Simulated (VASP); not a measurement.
These are PBEsol GGA, VASP's PBE PAW potentials (set 64) (plane waves; VASP) values and carry that method's errors.

Input for VASP

### KPOINTS
```
Regular mesh
0
gamma
  9 9 9
```

POSCAR:
```
GaP
2.7164460
  0.0000000000   0.9999999023   0.9999999023
  0.9999999023   0.0000000000   0.9999999023
  0.9999999023   0.9999999023   0.0000000000
Ga P
1 1
Cartesian
  0.0000000000   0.0000000000   0.0000000000
  0.4999999512   0.4999999512   0.4999999512
```

INCAR:
```
EDIFF=1E-7   # SCF stop (eV)
ENCUT=400
NELM=100
SYSTEM=GaP
LMAXMIX=4
LWAVE=.FALSE.
LASPH=.TRUE.   # aspherical one-centre terms
ISIF=2
NEDOS=601   # DOS grid
LREAL=.FALSE.   # projection in real space or not
ALGO=Normal   # blocked Davidson
LORBIT=11
LCHARG=.TRUE.
PREC=Accurate
ISMEAR=-5
GGA=PS   # PBEsol
```

POTCAR, in this order: Ga_d P (PBE.64 set). Program: vasp_std.

Output of the run:

### OSZICAR
```
       N       E                     dE             d eps       ncg     rms          rms(c)
DAV:   1     0.689722173783E+02    0.68972E+02   -0.82021E+03   918   0.172E+03
DAV:   2    -0.492908006252E+01   -0.73901E+02   -0.71520E+02   990   0.285E+02
DAV:   3    -0.101174845769E+02   -0.51884E+01   -0.51637E+01  1140   0.693E+01
DAV:   4    -0.102070656104E+02   -0.89581E-01   -0.89537E-01  1135   0.977E+00
DAV:   5    -0.102093020376E+02   -0.22364E-02   -0.22363E-02  1154   0.127E+00    0.417E+00
DAV:   6    -0.996392344476E+01    0.24538E+00   -0.43881E-01  1439   0.140E+01    0.265E+00
DAV:   7    -0.992428429240E+01    0.39639E-01   -0.98832E-02  1254   0.269E+00    0.997E-01
DAV:   8    -0.992129376790E+01    0.29905E-02   -0.13094E-02  1070   0.163E+00    0.158E-01
DAV:   9    -0.992143849554E+01   -0.14473E-03   -0.11323E-03  1324   0.577E-01    0.669E-02
DAV:  10    -0.992145764164E+01   -0.19146E-04   -0.64671E-05  1066   0.803E-02    0.274E-02
DAV:  11    -0.992148387872E+01   -0.26237E-04   -0.27829E-05  1055   0.620E-02    0.393E-03
DAV:  12    -0.992148384371E+01    0.35009E-07   -0.15443E-06  1159   0.177E-02    0.370E-03
DAV:  13    -0.992148395709E+01   -0.11337E-06   -0.26514E-07  1046   0.455E-03    0.106E-03
DAV:  14    -0.992148392770E+01    0.29388E-07   -0.12703E-08   530   0.156E-03
   1 F= -.99214839E+01 E0= -.99214839E+01  d E =0.000000E+00
```

OUTCAR:
```
------------------------ aborting loop because EDIFF is reached ----------------------------------------
  FORCE on cell =-STRESS in cart. coord.  units (eV):
  Direction    XX          YY          ZZ          XY          YZ          ZX
  --------------------------------------------------------------------------------------
  Total       -0.0005827     -0.0005827     -0.0005827      0.0000000     -0.0000000      0.0000000
  in kB       -0.0232887     -0.0232887     -0.0232887      0.0000000     -0.0000000      0.0000000
  external PRESSURE =      -0.0232887 kB  Pullay stress =       0.0000000 kB
  volume of cell :       40.09
      direct lattice vectors                 reciprocal lattice vectors
     0.000000000  2.716445735  2.716445735    -0.184064049  0.184064049  0.184064049
     2.716445735  0.000000000  2.716445735     0.184064049 -0.184064049  0.184064049
     2.716445735  2.716445735  0.000000000     0.184064049  0.184064049 -0.184064049
  FREE ENERGIE OF THE ION-ELECTRON SYSTEM (eV)
  ---------------------------------------------------
  free  energy   TOTEN  =        -9.9214839277 eV

  energy  without entropy=       -9.9214839277  energy(sigma->0) =       -9.92148393

 total charge

# of ion       s       p       d       tot
------------------------------------------
    1        0.865   0.864  10.014  11.743
    2        1.018   1.513   0.000   2.531
--------------------------------------------------
tot          1.883   2.377  10.014  14.274
```
(Selected blocks of OUTCAR.)

The compound is GaP in the zinc blende structure. It was relaxed first.
